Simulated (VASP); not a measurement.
Method: LDA (Ceperley-Alder, Perdew-Zunger), VASP's LDA PAW potentials (set 64) (plane waves; VASP 6.6.1). For the first row: Settings: 400 eV cut-off, 6×6×6 Γ-centred mesh, tetrahedra with Blöchl corrections, potentials K_sv Se.

| system | energy (eV/atom) |
|---|---|
| K2Se (space group Fm-3m) | -3.3013 |
| K (bcc) | -1.1647 |
| Se (trig) | -4.1591 |

The references are the elements' solids at the same level; no temperature or zero-point terms are added.

Problem. What is the formation energy per atom of K₂Se?

Solution. The references average (2×(-1.1647) + 1×(-4.1591))/3 = -2.1628 eV, so the formation energy is -3.3013 − (-2.1628) = -1.138 eV/atom.
